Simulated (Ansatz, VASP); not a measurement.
# Ta3GaC (Ta3GaC antiperovskite) in two plane-wave programs

Wanted: the spread between two codes on one cell, functional and k mesh. The cell is generated by rule, not measured, and may not be a known phase. The cell is taken from a series of runs on this material, whose earlier steps may have relaxed, scaled, displaced or heated it; both programs get it as it stands.

Method: plane waves, with VASP 6.6.1 beside it; single point at PBE, in Ansatz 0.2.0.

The structure was built from a prototype and need not be the compound's stable phase.

### 1. The starting structure

Symmetry: Pm-3m, No. 221, cubic system. The conventional cell has a = 4.273 Å, b = 4.273 Å, c = 4.273 Å, α = 90.00°, β = 90.00°, γ = 90.00°. Nearest to Ga lie 12 Ta at 3.02 Å. Nearest to Ta lie 2 C at 2.14 Å and 8 Ta at 3.02 Å and 4 Ga at 3.02 Å. Nearest to C lie 6 Ta at 2.14 Å. Farther neighbours are not listed.

### 2. VASP: single point, PBE

With cell and atoms fixed, the geometry can't cause a difference; cores, projectors, grids and the points listed under the comparison can.

Lines of VASP's logs that name or quote its potential files are left out, and so is its time.

Contents of INCAR:

```
SYSTEM = Ta3GaC
PREC = Accurate
ENCUT = 600
EDIFF = 1E-06
NELM = 120
ISMEAR = 0
SIGMA = 0.1
LREAL = .FALSE.
ALGO = Normal
GGA = PE
NBANDS = 31
LASPH = .TRUE.
LORBIT = 11
LWAVE = .FALSE.
LCHARG = .FALSE.
ISIF = 2
GGA_COMPAT = .FALSE.
KPAR = 2
```

Contents of POSCAR:

```
Ta3GaC
1.0
    4.2726000000      0.0000000000      0.0000000000
    0.0000000000      4.2726000000      0.0000000000
    0.0000000000      0.0000000000      4.2726000000
Ga Ta C
1 3 1
Direct
    0.0000000000      0.0000000000      0.0000000000
    0.5000000000      0.5000000000      0.0000000000
    0.5000000000      0.0000000000      0.5000000000
    0.0000000000      0.5000000000      0.5000000000
    0.5000000000      0.5000000000      0.5000000000
```

Contents of KPOINTS:

```
Automatic mesh
0
Gamma
4 4 4
0 0 0
```

PAW data sets: Ga_d, Ta_pv and C (PBE family, release 64).

Command:

```console
$ mpirun -np 2 vasp_std
```

Numbers of over 12 decimals in the logs are rounded to 6 here.

Log:

```text
[banner, memory and clock lines left out]
running    2 mpi-ranks, on    1 nodes
 distrk:  each k-point on    1 cores,    2 groups
 distr:  one band on    1 cores,    1 groups

 POSCAR found type information on POSCAR GaTaC
 POSCAR found :  3 types and       5 ions
 LDA part: xc-table for (Slater+PW92), standard interpolation
 POSCAR, INCAR and KPOINTS ok, starting setup
 FFT: planning ... GRIDC
 FFT: planning ... GRID_SOFT
 FFT: planning ... GRID
 WAVECAR not read
 entering main loop
       N       E                     dE             d eps       ncg     rms          rms(c)
DAV:   1     0.503209838895E+03    0.50321E+03   -0.28604E+04   675   0.236E+03
DAV:   2    -0.579509189259E+01   -0.50900E+03   -0.49630E+03   642   0.597E+02
DAV:   3    -0.514171384387E+02   -0.45622E+02   -0.43949E+02   763   0.141E+02
DAV:   4    -0.536625143081E+02   -0.22454E+01   -0.21817E+01   793   0.280E+01
DAV:   5    -0.537496273108E+02   -0.87113E-01   -0.87027E-01   775   0.496E+00    0.310E+01
DAV:   6    -0.478167926627E+02    0.59328E+01   -0.27203E+01   756   0.249E+01    0.128E+01
DAV:   7    -0.478995333551E+02   -0.82741E-01   -0.34611E+00   752   0.712E+00    0.636E+00
DAV:   8    -0.478622479318E+02    0.37285E-01   -0.67711E-01   736   0.347E+00    0.120E+00
DAV:   9    -0.478327233750E+02    0.29525E-01   -0.31130E-01   748   0.201E+00    0.397E-01
DAV:  10    -0.478289069562E+02    0.38164E-02   -0.41096E-02   759   0.959E-01    0.145E-01
DAV:  11    -0.478293432680E+02   -0.43631E-03   -0.35302E-03   795   0.253E-01    0.940E-02
DAV:  12    -0.478291000565E+02    0.24321E-03   -0.12401E-03   811   0.144E-01    0.243E-02
DAV:  13    -0.478291086998E+02   -0.86433E-05   -0.68832E-05   750   0.414E-02    0.580E-03
DAV:  14    -0.478291085982E+02    0.10156E-06   -0.23633E-06   666   0.882E-03
   1 F= -.47829109E+02 E0= -.47810385E+02  d E =-.374465E-01
```

OUTCAR, selected parts (step 2):

```text
ion  position               nearest neighbor table
   1  0.000  0.000  0.000-   2 3.02   3 3.02   4 3.02   3 3.02   4 3.02   2 3.02   4 3.02   4 3.02
                             2 3.02   3 3.02   3 3.02   2 3.02
   2  0.500  0.500  0.000-   5 2.14   5 2.14   4 3.02   1 3.02   3 3.02   4 3.02   3 3.02   1 3.02
                             3 3.02   3 3.02   1 3.02   4 3.02   4 3.02   1 3.02
   3  0.500  0.000  0.500-   5 2.14   5 2.14   4 3.02   1 3.02   1 3.02   2 3.02   2 3.02   4 3.02
                             2 3.02   2 3.02   1 3.02   4 3.02   1 3.02   4 3.02
   4  0.000  0.500  0.500-   5 2.14   5 2.14   3 3.02   1 3.02   1 3.02   2 3.02   1 3.02   3 3.02
                             1 3.02   2 3.02   3 3.02   2 3.02   2 3.02   3 3.02
   5  0.500  0.500  0.500-   2 2.14   3 2.14   4 2.14   2 2.14   3 2.14   4 2.14

  LATTYP: Found a simple cubic cell.
 ALAT       =     4.2726000000

 Subroutine GETGRP returns: Found 48 space group operations
 (whereof 48 operations were pure point group operations)

The static configuration has the point symmetry O_h .

 Found     10 irreducible k-points:

   k-points           NKPTS =     10   k-points in BZ     NKDIM =     10   number of bands    NBANDS=     31

   dimension x,y,z NGX =    36 NGY =   36 NGZ =   36
   dimension x,y,z NGXF=    72 NGYF=   72 NGZF=   72

   ENCUT  =  600.0 eV  44.10 Ry    6.64 a.u.   8.53  8.53  8.53*2*pi/ulx,y,z

   NELECT =      50.0000    total number of electrons

 k-points in reciprocal lattice and weights: Automatic mesh
   0.00000000  0.00000000  0.00000000       0.016
   0.25000000  0.00000000  0.00000000       0.094
   0.50000000  0.00000000  0.00000000       0.047
   0.25000000  0.25000000  0.00000000       0.188
   0.50000000  0.25000000  0.00000000       0.188
   0.50000000  0.50000000  0.00000000       0.047
   0.25000000  0.25000000  0.25000000       0.125
   0.50000000  0.25000000  0.25000000       0.188
   0.50000000  0.50000000  0.25000000       0.094
   0.50000000  0.50000000  0.50000000       0.016

 average (electrostatic) potential at core
       1 -63.9426       2 -36.4347       3 -36.4347       4 -36.4347       5 -48.4017

 E-fermi :   6.4475

 k-point     1 :       0.0000    0.0000    0.0000
  band No.  band energies     occupation
    ...
     20       3.4503      2.00000
     21       3.4503      2.00000
     22       4.1344      2.00000
     23       4.1344      2.00000
     24       4.1344      2.00000
     25       7.6983      0.00000
     26       7.6983      0.00000
     27       7.6983      0.00000
     28       8.0528      0.00000
     29       8.0528      0.00000
    ...

 k-point     2 :       0.2500    0.0000    0.0000
  band No.  band energies     occupation
    ...
     21       3.6540      2.00000
     22       4.0270      2.00000
     23       4.0270      2.00000
     24       4.0719      2.00000
     25       6.1995      1.99955
     26       7.3808      0.00000
     27       7.3808      0.00000
     28       7.5117      0.00000
     29       9.3580      0.00000
     30       9.7568      0.00000
    ...

 k-point     3 :       0.5000    0.0000    0.0000
  band No.  band energies     occupation
    ...
     21       3.7743      2.00000
     22       3.7743      2.00000
     23       3.9077      2.00000
     24       5.2717      2.00000
     25       6.4743      0.70467
     26       6.9582      0.00000
     27       7.8414      0.00000
     28       7.8414      0.00000
     29       8.0773      0.00000
     30       8.9478      0.00000
    ...

  Total        0.8516074      0.8516074      0.8516074     -0.0000000      0.0000000      0.0000000
  in kB       17.4933618     17.4933618     17.4933618     -0.0000000      0.0000000      0.0000000
  external PRESSURE =      17.4933618 kB  Pullay stress =       0.0000000 kB

  energy-cutoff  :      600.00
  volume of cell :       78.00
      direct lattice vectors                 reciprocal lattice vectors
     4.272600000  0.000000000  0.000000000     0.234049525  0.000000000  0.000000000
     0.000000000  4.272600000  0.000000000     0.000000000  0.234049525  0.000000000
     0.000000000  0.000000000  4.272600000     0.000000000  0.000000000  0.234049525

 POSITION                                       TOTAL-FORCE (eV/Angst)
 -----------------------------------------------------------------------------------
      0.00000      0.00000      0.00000         0.000000      0.000000      0.000000
      2.13630      2.13630      0.00000         0.000000      0.000000      0.000000
      2.13630      0.00000      2.13630         0.000000      0.000000      0.000000
      0.00000      2.13630      2.13630         0.000000      0.000000      0.000000
      2.13630      2.13630      2.13630         0.000000      0.000000      0.000000
 -----------------------------------------------------------------------------------
    total drift:                                0.000000      0.000000      0.000000

  FREE ENERGIE OF THE ION-ELECTRON SYSTEM (eV)
  ---------------------------------------------------
  free  energy   TOTEN  =       -47.8291085982 eV

  energy  without entropy=      -47.7916620692  energy(sigma->0) =      -47.81038533

 total charge
# of ion       s       p       d       tot
------------------------------------------
    1        0.834   0.795   9.973  11.603
    2        0.305   6.200   2.408   8.913
    3        0.305   6.200   2.408   8.913
    4        0.305   6.200   2.408   8.913
    5        0.891   1.630   0.000   2.521
--------------------------------------------------
tot          2.640  21.026  17.198  40.864

[... 3 further parts left out ...]
```

The run ends at a pressure of 1.75 GPa.

### 3. Ansatz: single point, PBE

Ansatz runs on its default PAW (the set named soft_2) files.

The same cell, functional, mesh and smearing now go to Ansatz, which takes its cutoff from its data sets.

Contents of input.yaml:

```yaml
crystal:
  lattice:
    - [4.2726, 0.0, 0.0]
    - [0.0, 4.2726, 0.0]
    - [0.0, 0.0, 4.2726]
  atoms:
    - { symbol: Ga, position: [0.0, 0.0, 0.0] }
    - { symbol: Ta, position: [0.5, 0.5, 0.0] }
    - { symbol: Ta, position: [0.5, 0.0, 0.5] }
    - { symbol: Ta, position: [0.0, 0.5, 0.5] }
    - { symbol: C, position: [0.5, 0.5, 0.5] }
kpoints:
  mp_grid: { grid: [4, 4, 4] }
hamiltonian:
  xc: pbe
scf:
  occupations: { method: gaussian, width: 0.1 }
output:
  forces: true
  stress: true
  eigenvalues: true
```

Command:

```console
$ ansatz run input.yaml --threads 4 --pin off --max-ram 16384MiB --backend cpu --events-out ev --progress --plain --runs-dir out
```

Log:

```text
Engine: ansatz 0.2.0, aarch64-unknown-linux-gnu
Pseudopotentials: kind: paw
Pseudopotential: Ga, paw, valence charge 13, recommended cutoff 420 eV (normal), Ga.paw.azcp
Pseudopotential: Ta, paw, valence charge 13, recommended cutoff 420 eV (normal), Ta.paw.azcp
Pseudopotential: C, paw, valence charge 4, recommended cutoff 420 eV (normal), C.paw.azcp
Functional definition: PBE
  parameter kappa = 0.804
  parameter beta = 0.066725
  exchange = pbe_x(kappa = kappa, mu = beta*pi^2/3)
  correlation = pbe_c(beta = beta)
Crystal: 5 atoms, lattice volume = 77.997 Å³
Basis set: ecut = 420 eV, 1503 PW (Γ), exchange–correlation on 60×60×60 points (8 copies of the dense FFT grid, shifted against one another)
Bands: 34, of which v1, the nominal top of the filled ones, is band 28 counted from 1 (27 counted from 0)
Symmetry: 48 space group operations
Space group: Pm-3m (ITA 221), of the structure as read, at distance tolerance 4.3e-5 Å
k-points: 10 of 64
Non-local potential: Ga, projectors of the file, l = 0: 2, l = 1: 2, l = 2: 3, l = 3: 1
Non-local potential: Ta, projectors of the file, l = 0: 3, l = 1: 2, l = 2: 2, l = 3: 1
Non-local potential: C, projectors of the file, l = 0: 2, l = 1: 2, l = 2: 1
PAW form: soft (Blöchl's): semilocal exchange-correlation on the pseudo side does not see the compensation charge
PAW one-centre angular grid: Ga, 590 points (default); XC on 64 Gauss nodes
PAW one-centre angular grid: Ta, 590 points (default); XC on 64 Gauss nodes
PAW one-centre angular grid: C, 110 points (default); XC on 64 Gauss nodes
Initial density: superposition of atomic densities (neutral atoms: chi_scale 0, normalization atom), corrected by the library's trained network
Initial wavefunctions: pseudopotential atomic-orbital guess
Functional: x = pbe(κ = 0.804, μ = 0.219515), c = pbe(β = 0.066725)
SCF iter   1: F=—  HF=-33831.026795 eV  |F-HF|=—  |Δ(HF+E_count)|=         —  Δρ=6.70e-3  dr2=4.49e-2  ethr=1.77e-3  ⟨swp⟩=5.1  Hψ=1351  notcnv=0
preconditioner: auto → Kerker (q_TF=auto, 2.582 Å⁻¹)  [metal: Δε(μ)=0.099 eV  Ē_g=9.242 eV  σ=0.100 eV  W_gap=0.49  n_scr=26 (ndim 8)  ℏωp=23.8 eV  f_vac=0.000  D(μ)=7.35/eV (n_scr^D=80)]
SCF iter   2: F=—  HF=-33831.016653 eV  |F-HF|=—  |Δ(HF+E_count)|=   1.01e-2  Δρ=2.62e-3  dr2=5.88e-3  ethr=8.02e-5  ⟨swp⟩=2.0  Hψ=491  notcnv=0
preconditioner: auto → Resta (q_TF=auto, 2.582 Å⁻¹)  ε∞=7.6  [insulator: Δε(μ)=0.102 eV  Ē_g=9.275 eV  σ=0.100 eV  W_gap=0.51  n_scr=26 (ndim 8)  ℏωp=23.8 eV  f_vac=0.000  D(μ)=7.45/eV (n_scr^D=80)  ε∞_Penn≈7.6]
SCF iter   3: F=—  HF=-33831.015155 eV  |F-HF|=—  |Δ(HF+E_count)|=   1.50e-3  Δρ=8.82e-4  dr2=6.69e-4  ethr=1.05e-5  ⟨swp⟩=2.0  Hψ=441  notcnv=0
SCF iter   4: F=—  HF=-33831.015002 eV  |F-HF|=—  |Δ(HF+E_count)|=   1.53e-4  Δρ=1.33e-4  dr2=8.24e-6  ethr=1.19e-6  ⟨swp⟩=2.0  Hψ=422  notcnv=0
SCF iter   5: F=—  HF=-33831.015211 eV  |F-HF|=—  |Δ(HF+E_count)|=   2.09e-4  Δρ=6.88e-5  dr2=2.67e-6  ethr=1.47e-8  ⟨swp⟩=2.3  Hψ=561  notcnv=0
SCF iter   6: F=—  HF=-33831.015207 eV  |F-HF|=—  |Δ(HF+E_count)|=   3.63e-6  Δρ=1.44e-5  dr2=1.08e-7  ethr=4.77e-9  ⟨swp⟩=2.0  Hψ=476  notcnv=0
SCF iter   7: F=-33831.015207 eV  HF=-33831.015207 eV  |F-HF|=3.94e-9  |Δ(HF+E_count)|=   1.14e-8  Δρ=3.44e-6  dr2=8.70e-9  ethr=1.79e-10  ⟨swp⟩=7.1  Hψ=1220  notcnv=0
SCF 1 converged in 7 iterations: F = -33831.015207 eV  dr2 = 8.70e-9
  greatest PAW one-centre occupation: 0.999 electrons in one spin orbital (limit 2), on the Ta atom at site 3 (counted from 0), in its partial waves of l = 0
SCF converged after 7 iterations
Free energy (F): -33831.015207 eV
Harris-Foulkes:  -33831.015207 eV  (|F-HF|=3.94e-9)
Internal energy: -33830.977873 eV  (E = F + TS)
E sigma→0 (E₀):  -33830.996540 eV
Entropy (-TS):   -0.037334 eV (-7.467 meV/atom)
Fermi energy:    16.832121 eV
--- Per-component energies (eV) ---
  E_band       = -328.250032
  E_kinetic    = 1307.471545
  E_local      = -3540.577502  (includes V_loc(G=0)·N_el)
  E_nonlocal   = 495.205260
  E_hartree    = 1449.969835
  E_xc         = -773.524238
  E_vxc        = -731.109218  (∫ρ·V_xc dr)
  E_paw        = -27279.256810  (= ΣΔE_a)
  E_vpaw       = -759.179847  (= ΣTr[D̂ρ^β])
  E_aug_tail   = 0.000341  (compensation charges beyond the density's cutoff)
  E_ewald      = -5490.266304
  E_smearing   = -0.037334  (= −TS)
  E_closure    = 0.000000  (closes the sum)
  Σ components = -33831.015207   (vs F -33831.015207, Δ=0.00e0)
--- Forces (eV/Å), atoms counted from 1 ---
  atom   1  Ga    -0.00000000     0.00000000    -0.00000000
  atom   2  Ta     0.00000000     0.00000000     0.00000000
  atom   3  Ta    -0.00000000    -0.00000000    -0.00000000
  atom   4  Ta     0.00000000     0.00000000    -0.00000000
  atom   5  C      0.00000000    -0.00000000    -0.00000000
  max |Σ_I F_I| component: 5.04e-29 eV/Å
--- Stress (GPa, compression-positive) ---
        1.427824       0.000000      -0.000000
       -0.000000       1.427824       0.000000
        0.000000       0.000000       1.427824
  P = ⅓ Tr σ = 1.4278 GPa (14.278 kbar)
--- Band table (eV; the first three rows and the last of 10) ---
  k-point 0: bands = [... 24 lower, 14.5118, 14.5118, 14.5118, 18.0709, 18.0709, 18.0709, 18.4448, 18.4448, ... 2 higher]
  k-point 1: bands = [... 24 lower, 14.4086, 14.4086, 14.4620, 16.5865, 17.7608, 17.7608, 17.9031, 19.7460, ... 2 higher]
  k-point 2: bands = [... 24 lower, 14.1584, 14.2905, 15.6608, 16.8644, 17.3500, 18.2256, 18.2256, 18.4686, ... 2 higher]
  k-point 9: bands = [... 24 lower, 14.9411, 16.0703, 16.0703, 16.0703, 16.5845, 16.5845, 16.5845, 19.3534, ... 2 higher]
```

The run ends at a pressure of 1.43 GPa.

### 4. Differences

Known differences besides the potentials themselves: the data sets hold 56 valence electrons in Ansatz (on its default PAW (the set named soft_2) files) and 50 in VASP; the cutoff is 420 eV in Ansatz and 600 eV in VASP. Total energies have different zeros and are not compared.

The two programs side by side:

```
      quantity  Ansatz  VASP  difference
pressure (GPa)    1.43  1.75       -0.32
```

### 5. Results

| Item | Value |
| --- | --- |
| difference in pressure (single point, PBE) | -0.32 GPa |

The difference in pressure is -0.32 GPa (single point, PBE), within the 1 GPa picked in this series as the mark of a large difference. The data sets hold unlike numbers of valence electrons (56 in Ansatz and 50 in VASP), so part of the differences comes from the potentials. How closely two codes agree says nothing of how well the functional describes the real material.

[Lines on the potential files, build, host, timing and source positions are cut from VASP's logs without a mark.]

[Logs are printed without paths, hosts, clocks, repeated set-up lines and the standing remarks that a program may print on its own settings, such as how far it seeks lower states.]

[Hosts, paths, dates, database ids (printed as entryN), source tags and the programs' standing remarks are cut or masked in the printed files.]
